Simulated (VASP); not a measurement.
Data:

```yaml
crystal:
  lattice:
    - [3.28939, 0.00000, 0.00000]
    - [0.00000, 3.28939, 0.00000]
    - [0.00000, 0.00000, 3.77583]
  atoms:
    - { symbol: Mg, position: [0.50000, 0.50000, 0.50000] }
    - { symbol: Cd, position: [0.00000, 0.00000, 0.00000] }
```

All values below come from PBEsol GGA, VASP's PBE PAW potentials (set 64) (plane waves; VASP). Numerical set-up: 400 eV cut-off, 10×10×9 Γ-centred mesh, first-order Methfessel-Paxton smearing of 0.10 eV, potentials Mg Cd.

**Question.** What does the run give for the energy per atom (σ→0), band gap (on the k-mesh) with the smallest direct gap where there is one?

**Answer.** 
```
Item                                                         Value
------------------------  ----------------------------------------
band gap (on the k-mesh)  none (metal, semimetal or under 0.01 eV)
energy per atom (σ→0)                               -1575 meV/atom
```

Total energies compare only between runs with the same potentials, cut-off and functional.

The structure comes from a computed database's MgCd entry (P4/mmm); how it stands against other phases isn't given here. It was relaxed first. The start is the result of an earlier pass.
